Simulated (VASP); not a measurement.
All values below come from PBE GGA, VASP's PBE PAW potentials (set 64) (plane waves; VASP).

VASP ran on this input.

INCAR:
```
EDIFF = 1E-6   ! SCF stop (eV)
LASPH = .TRUE.   ! aspherical one-centre terms
ISIF = 2   ! forces and stress, cell fixed
LMAXMIX = 6
GGA = PE
ISMEAR = 1
LWAVE = .FALSE.
SIGMA = 0.1
ALGO = Normal
PREC = Single
NELM = 100   ! most electronic steps
LREAL = .FALSE.
SYSTEM = WC
LCHARG = .FALSE.
ENCUT = 520   ! plane-wave cut-off (eV)
```

**KPOINTS**
```
Regular mesh
0
gamma
  13 13 12
0 0 0
```

POSCAR:
```
WC
1
    1.4732680000    -2.5247090000     0.0000000000
    1.4732680000     2.5247090000     0.0000000000
    0.0000000000     0.0000000000     2.7993500000
W C
1 1
Direct
  0.0000000000   0.0000000000   0.0000000000
  0.3501850000   0.6835190000   0.5000000000
```

POTCAR, in this order: W_sv C (PBE.64 set). Program: vasp_std.

Output of the run:

OSZICAR:
```
       N       E                     dE             d eps       ncg     rms          rms(c)
DAV:   1     0.110456247592E+03    0.11046E+03   -0.98304E+03 15494   0.154E+03
DAV:   2    -0.214330465377E+02   -0.13189E+03   -0.12851E+03 17625   0.382E+02
DAV:   3    -0.254592461944E+02   -0.40262E+01   -0.39701E+01 19015   0.612E+01
DAV:   4    -0.254990272596E+02   -0.39781E-01   -0.39758E-01 16780   0.640E+00
DAV:   5    -0.254993655643E+02   -0.33830E-03   -0.33825E-03 18375   0.601E-01    0.325E+01
DAV:   6    -0.224965674838E+02    0.30028E+01   -0.96554E+00 17430   0.318E+01    0.866E+00
DAV:   7    -0.224369589444E+02    0.59609E-01   -0.40922E-01 16190   0.574E+00    0.615E+00
DAV:   8    -0.224113718848E+02    0.25587E-01   -0.68614E-02 17315   0.249E+00    0.906E-01
DAV:   9    -0.224101863914E+02    0.11855E-02   -0.39491E-03 16670   0.488E-01    0.138E-01
DAV:  10    -0.224101420663E+02    0.44325E-04   -0.25296E-04 18050   0.210E-01    0.754E-02
DAV:  11    -0.224101415746E+02    0.49170E-06   -0.15581E-05 17045   0.396E-02    0.112E-02
DAV:  12    -0.224101404244E+02    0.11502E-05   -0.47286E-06 16425   0.226E-02    0.303E-03
DAV:  13    -0.224101404689E+02   -0.44516E-07   -0.94192E-08  7940   0.345E-03
   1 F= -.22410140E+02 E0= -.22410196E+02  d E =0.165916E-03
```

OUTCAR:
```
------------------------ aborting loop because EDIFF is reached ----------------------------------------
  FORCE on cell =-STRESS in cart. coord.  units (eV):
  Direction    XX          YY          ZZ          XY          YZ          ZX
  --------------------------------------------------------------------------------------
  Total       -0.1299503      0.4905817      2.2420274     -0.2869584      0.0000000      0.0000000
  in kB       -9.9978724     37.7434531    172.4928948    -22.0774655      0.0000000      0.0000000
  external PRESSURE =      66.7461585 kB  Pullay stress =       0.0000000 kB
  volume of cell :       20.82
      direct lattice vectors                 reciprocal lattice vectors
     1.473268000 -2.524709000  0.000000000     0.339381565 -0.198042626  0.000000000
     1.473268000  2.524709000  0.000000000     0.339381565  0.198042626  0.000000000
     0.000000000  0.000000000  2.799350000     0.000000000  0.000000000  0.357225785
 POSITION                                       TOTAL-FORCE (eV/Angst)
 -----------------------------------------------------------------------------------
      0.00000      0.00000      0.00000         0.774446      0.041712      0.000000
      1.52292      0.84157      1.39968        -0.774446     -0.041712      0.000000
 -----------------------------------------------------------------------------------
    total drift:                                0.000105      0.000078      0.000000
  FREE ENERGIE OF THE ION-ELECTRON SYSTEM (eV)
  ---------------------------------------------------
  free  energy   TOTEN  =       -22.4101404689 eV

  energy  without entropy=      -22.4103063850  energy(sigma->0) =      -22.41019577
```
(Selected blocks of OUTCAR.)

The compound is WC in the wc structure. The cell was not relaxed at this level, atoms are displaced from their ideal sites. The run is one of a series of settings (PREC = Single against the base run), some of them coarse on purpose.
